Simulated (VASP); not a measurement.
The input files of a VASP run:

File KPOINTS:
```
kpoints
0
G
10 10 10
```

**POSCAR**
```
Si2W
1
   -1.5848620000     1.5848620000     3.8464160000
    1.5848620000    -1.5848620000     3.8464160000
    1.5848620000     1.5848620000    -3.8464160000
Si W
2 1
Direct
  0.3349900000   0.3349900000   0.0000000000
  0.6650100000   0.6650100000   0.0000000000
  0.0000000000   0.0000000000   0.0000000000
```

**INCAR**
```
SYSTEM = Si2W
PREC = Accurate
ENCUT = 300
EDIFF = 1E-12
NELM = 100
ALGO = Normal
LREAL = .FALSE.
LASPH = .TRUE.
ISMEAR = -1
SIGMA = 0.1
GGA = PE
LMAXMIX = 6
LWAVE = .FALSE.
LCHARG = .FALSE.
ISIF = 2
```

POTCAR, in this order: Si W_sv (PBE.64 set). Program: vasp_std.

**Question.** Write an equivalent input for Quantum ESPRESSO's pw.x.

**Answer.** One equivalent input (not run):
```
&CONTROL
  calculation = 'scf'
  pseudo_dir = './pseudo'
  outdir = './out'
  tprnfor = .true.
  tstress = .true.
/
&SYSTEM
  ibrav = 0
  nat = 3
  ntyp = 2
  ecutwfc = 74
  occupations = 'smearing'
  smearing = 'fermi-dirac'
  degauss = 0.00735
  input_dft = 'pbe'
/
&ELECTRONS
  conv_thr = 7.3e-14
  electron_maxstep = 100
/
ATOMIC_SPECIES
  Si 28.085 Si.upf
  W 183.840 W.upf
CELL_PARAMETERS angstrom
    -1.5848620    1.5848620    3.8464160
     1.5848620   -1.5848620    3.8464160
     1.5848620    1.5848620   -3.8464160
ATOMIC_POSITIONS crystal
  Si   0.3349900  0.3349900  0.0000000
  Si   0.6650100  0.6650100  0.0000000
  W    0.0000000  0.0000000  0.0000000
K_POINTS automatic
  10 10 10 0 0 0
```
The two are equivalent in intent, not identical: the potentials are each code's own (VASP's PAW set, PseudoDojo norm-conserving files in pw.x), so ENCUT and ecutwfc are chosen apart and not converted; conv_thr bounds pw.x's estimated SCF error, while EDIFF bounds the energy change between steps.

The structure comes from a computed database's Si2W entry; how it stands against other phases isn't given here. The cell was not relaxed at this level. The run is one of a series of settings (EDIFF = 1E-12 against the base run), some of them coarse on purpose.
